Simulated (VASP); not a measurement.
## SiC: relaxation of cell and atoms with r2SCAN

The system is SiC.

```
Si C
1.0
     3.07694    0.00000    0.00000
    -1.53847    2.66471    0.00000
     0.00000    0.00000   15.09843
Si C
6 6
Direct
  0.00000 0.00000 0.99996
  0.33333 0.66667 0.16669
  0.66667 0.33333 0.33318
  0.00000 0.00000 0.49996
  0.66667 0.33333 0.66669
  0.33333 0.66667 0.83318
  0.00000 0.00000 0.12532
  0.33333 0.66667 0.29169
  0.66667 0.33333 0.45816
  0.00000 0.00000 0.62532
  0.66667 0.33333 0.79169
  0.33333 0.66667 0.95816
```

The cell was built by a generator and needn't be a form met in nature.

```json
{
 "Program": "VASP 6.6.1",
 "Task": "relaxation of cell and atoms",
 "Functional": "r2SCAN",
 "Potentials or basis": "VASP PAW PBE potentials, release 64 (Si, C)",
 "Cutoff": "600 eV",
 "k mesh": "8 × 8 × 2",
 "Occupations": "fermi-dirac, width 0.05 eV",
 "Spin": "no spin polarisation",
 "Target pressure": "20 GPa",
 "Further INCAR settings": "ALGO = Normal; EDIFF = 1e-07; IBRION = 2; EDIFFG = -0.005; NSW = 40; ISIF = 3"
}
```

```yaml
Relaxed_volume: 9.56 Å³/atom
Relaxed_cell: a = 3.000 Å, b = 3.000 Å, c = 14.718 Å, α = 90.00°, β = 90.00°, γ = 120.00°
Space_group_after_relaxing_to_0.05_Å: P6_3mc (No. 186)
Energy_change_on_relaxing_the_enthalpy_is_what_falls: +44.3 meV/atom
Ionic_steps: 10
Pressure_after_relaxing: 20.0 GPa
Band_gap_on_the_k_mesh: 2.40 eV, indirect (least direct gap 3.57 eV)
```

Forces on the atoms (eV/Å):
```
Si   0.000  0.000  0.003
Si   0.000  0.000  0.000
Si   0.000  0.000  0.001
Si   0.000  0.000  0.003
Si   0.000  0.000  0.000
Si   0.000  0.000  0.001
C    0.000  0.000 -0.002
C    0.000  0.000 -0.001
C    0.000  0.000 -0.002
C    0.000  0.000 -0.002
C    0.000  0.000 -0.001
C    0.000  0.000 -0.002
```

The path:
| step | energy change (eV) | largest force (eV/Å) | pressure (GPa) | volume (Å³) |
| --- | --- | --- | --- | --- |
| 1 | 0.0000 | 0.0017 | 0.01 | 123.79 |
| 2 | 3.6537 | 0.0800 | 63.08 | 102.13 |
| 3 | 0.4978 | 0.0261 | 19.28 | 115.01 |
| 4 | 0.5279 | 0.0269 | 19.93 | 114.76 |
| 5 | 0.5501 | 0.0275 | 20.39 | 114.59 |
| 6 | 0.5077 | 0.0347 | 19.49 | 114.93 |
| 7 | 0.5321 | 0.0083 | 20.02 | 114.73 |
| 8 | 0.5311 | 0.0087 | 19.99 | 114.74 |
| 9 | 0.5314 | 0.0086 | 20.00 | 114.73 |
| 10 | 0.5314 | 0.0027 | 20.00 | 114.73 |

Final structure:
```
CELL_PARAMETERS angstrom
3.00024 0.00000 0.00000
-1.50012 2.59829 0.00000
0.00000 0.00000 14.71799
ATOMIC_POSITIONS crystal
Si 0.00000 0.00000 0.99999
Si 0.33333 0.66667 0.16666
Si 0.66667 0.33333 0.33317
Si 0.00000 0.00000 0.49999
Si 0.66667 0.33333 0.66666
Si 0.33333 0.66667 0.83317
C 0.00000 0.00000 0.12531
C 0.33333 0.66667 0.29168
C 0.66667 0.33333 0.45818
C 0.00000 0.00000 0.62531
C 0.66667 0.33333 0.79168
C 0.33333 0.66667 0.95818
```

Levels at points of the mesh, in eV from the valence-band top:
```csv
k point,band 20,band 21,band 22,band 23,band 24,band 25,band 26,band 27,band 28,band 29
"(0.00, 0.00, 0.00)",-0.32,-0.32,-0.03,0.00,0.00,6.50,6.66,7.11,7.61,7.87
"(0.50, 0.00, 0.00)",-2.41,-1.96,-1.93,-1.77,-1.17,2.40,2.66,3.84,4.50,5.36
"(0.00, 0.00, 0.50)",-0.68,-0.10,-0.10,-0.10,-0.10,6.56,6.56,7.33,7.33,8.01
"(0.50, 0.00, 0.50)",-2.56,-1.84,-1.84,-1.40,-1.40,2.48,2.48,4.05,4.05,5.75
```

Run time: 12 min on 4 MPI ranks on Intel(R) Xeon(R) Platinum 8488C (Sapphire Rapids), with other jobs on the host, peak memory 0.38 GiB a rank.

Caveat: the cell is relaxed towards a set pressure, so the enthalpy falls and the energy may rise; the PAW data sets were made with another functional, which shifts forces and pressure a little. r2SCAN opens gaps a little over a GGA but as a rule still falls short of measured ones.
